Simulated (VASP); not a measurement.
An input for Quantum ESPRESSO's pw.x (written as the equivalent of a VASP run, and not itself run):

```
&CONTROL
  calculation = 'vc-relax'
  pseudo_dir = './pseudo'
  outdir = './out'
  tprnfor = .true.
  tstress = .true.
  nstep = 60
  forc_conv_thr = 0.00078
/
&SYSTEM
  ibrav = 0
  nat = 4
  ntyp = 3
  ecutwfc = 86
  occupations = 'smearing'
  smearing = 'gaussian'
  degauss = 0.003675
  input_dft = 'pz'
/
&ELECTRONS
  conv_thr = 7.3e-08
  electron_maxstep = 100
/
&IONS
/
&CELL
/
ATOMIC_SPECIES
  Sc 44.956 Sc.upf
  Ag 107.868 Ag.upf
  Se 78.971 Se.upf
CELL_PARAMETERS angstrom
     3.8165416    0.0000000    0.0000000
    -1.9082708    3.3052215   -0.0000000
     0.0000000   -0.0000000    6.3777312
ATOMIC_POSITIONS crystal
  Sc   0.0000000  0.0000000  0.0000000
  Ag   0.0000000  0.0000000  0.5000000
  Se   0.3333330  0.6666670  0.2387252
  Se   0.6666670  0.3333330  0.7612748
K_POINTS automatic
  6 6 3 0 0 0
```

**Question.** Write the VASP files for the same calculation (LDA).

**Answer.** This is not unique; one that fits is 
### INCAR
```
SYSTEM  =  ScAgSe2
PREC  =  Accurate; ENCUT  =  400; LREAL  =  .FALSE.
LASPH  =  .TRUE.
EDIFF  =  1E-6; NELM  =  100; ALGO  =  Normal
LMAXMIX  =  4
ISMEAR  =  0; SIGMA  =  0.05
IBRION  =  2; NSW  =  60; ISIF  =  3
EDIFFG  =  -0.02
LWAVE  =  .FALSE.; LCHARG  =  .FALSE.
```

KPOINTS:
```
Automatic mesh
0
Gamma
6 6 3
0 0 0
```

### POSCAR
```
ScAgSe2
1
    3.8165416316     0.0000000000     0.0000000000
   -1.9082708158     3.3052215452    -0.0000000000
    0.0000000000    -0.0000000000     6.3777311591
Sc Ag Se
1 1 2
Direct
  0.0000000000   0.0000000000   0.0000000000
  0.0000000000   0.0000000000   0.5000000000
  0.3333330000   0.6666670000   0.2387251986
  0.6666670000   0.3333330000   0.7612748014
```

POTCAR, in this order: Sc_sv Ag Se (LDA.64 set). Program: vasp_std.

Limits of the translation: the potentials are each code's own (VASP's PAW set, PseudoDojo norm-conserving files in pw.x), so ENCUT and ecutwfc are chosen apart and not converted; conv_thr bounds pw.x's estimated SCF error, while EDIFF bounds the energy change between steps; forc_conv_thr acts on force components and is met together with etot_conv_thr.

The structure comes from a computed database's ScAgSe2 entry (P-3m1); how it stands against other phases isn't given here. This run relaxes it. Symmetry was kept, so distortions that lower it aren't found. The start is the result of an earlier pass.
